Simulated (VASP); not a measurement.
Method: r2SCAN meta-GGA, VASP's PBE PAW potentials (set 64) (plane waves; VASP 6.6.1).

A VASP calculation is set up with these files.

### POSCAR
```
Rb2H4Pd
1
    5.8347474905     0.0000000000     0.0000000000
    0.0000000000     5.8347474905     0.0000000000
    0.0000000000     0.0000000000     8.5103452078
Rb H Pd
4 8 2
Direct
  0.0000000000   0.5000000000   0.2500000000
  0.0000000000   0.5000000000   0.7500000000
  0.5000000000   0.0000000000   0.2500000000
  0.5000000000   0.0000000000   0.7500000000
  0.5000000000   0.5000000000   0.3063710230
  0.5000000000   0.5000000000   0.6936289770
  0.0000000000   0.0000000000   0.8063710230
  0.0000000000   0.0000000000   0.1936289770
  0.3002373224   0.6997626776   0.5000000000
  0.6997626776   0.3002373224   0.5000000000
  0.8002373224   0.8002373224   0.0000000000
  0.1997626776   0.1997626776   0.0000000000
  0.5000000000   0.5000000000   0.5000000000
  0.0000000000   0.0000000000   0.0000000000
```

### KPOINTS
```
Regular mesh
0
Gamma
 5 5 3
```

KPOINTS_OPT:
```
k-points along high-symmetry lines
6
Line-mode
Reciprocal
  0.000000   0.000000   0.000000 ! GAMMA
  0.000000   0.500000   0.000000 ! X

  0.000000   0.500000   0.000000 ! X
  0.500000   0.500000   0.000000 ! M

  0.500000   0.500000   0.000000 ! M
  0.000000   0.000000   0.000000 ! GAMMA

  0.000000   0.000000   0.000000 ! GAMMA
  0.000000   0.000000   0.500000 ! Z

  0.000000   0.000000   0.500000 ! Z
  0.000000   0.500000   0.500000 ! R

  0.000000   0.500000   0.500000 ! R
  0.500000   0.500000   0.500000 ! A

  0.500000   0.500000   0.500000 ! A
  0.000000   0.000000   0.500000 ! Z

  0.000000   0.500000   0.000000 ! X
  0.000000   0.500000   0.500000 ! R

  0.500000   0.500000   0.000000 ! M
  0.500000   0.500000   0.500000 ! A
```

**INCAR**
```
ALGO  =  Normal
EDIFF  =  1E-7
ENCUT  =  400
ISIF  =  2
ISMEAR  =  -5
LASPH  =  T
LCHARG  =  F
LEFG  =  T
LMAXMIX  =  4
LMIXTAU  =  T
LORBIT  =  11
LREAL  =  Auto
LWAVE  =  F
METAGGA  =  R2SCAN
NEDOS  =  601
NELM  =  100
PREC  =  Accurate
SYSTEM  =  Rb2H4Pd
```

POTCAR, in this order: Rb_sv H Pd (PBE.64 set). Program: vasp_std.

The path is coarsely sampled, so an indirect gap can come out somewhat too large.

Task: What does the run give for the energy per atom (σ→0), band gap (over mesh and band path)?

Result: 
```json
{
  "energy per atom (σ→0)": "-9.575 eV/atom",
  "band gap (over mesh and band path)": "3.29 eV"
}
```

**OSZICAR**
```
...
DAV:  23    -0.134056744986E+03    0.16701E-06   -0.70837E-07   904   0.563E-03    0.766E-04
DAV:  24    -0.134056744997E+03   -0.10523E-07   -0.80124E-08   720   0.191E-03
   1 F= -.13405674E+03 E0= -.13405674E+03  d E =0.000000E+00
       N       E                     dE             ncg
       N       E                     dE             ncg
       N       E                     dE             ncg
       N       E                     dE             ncg
       N       E                     dE             ncg
```

The structure comes from a computed database's Rb2H4Pd entry (P4_2/mnm); how it stands against other phases isn't given here. It was relaxed first.
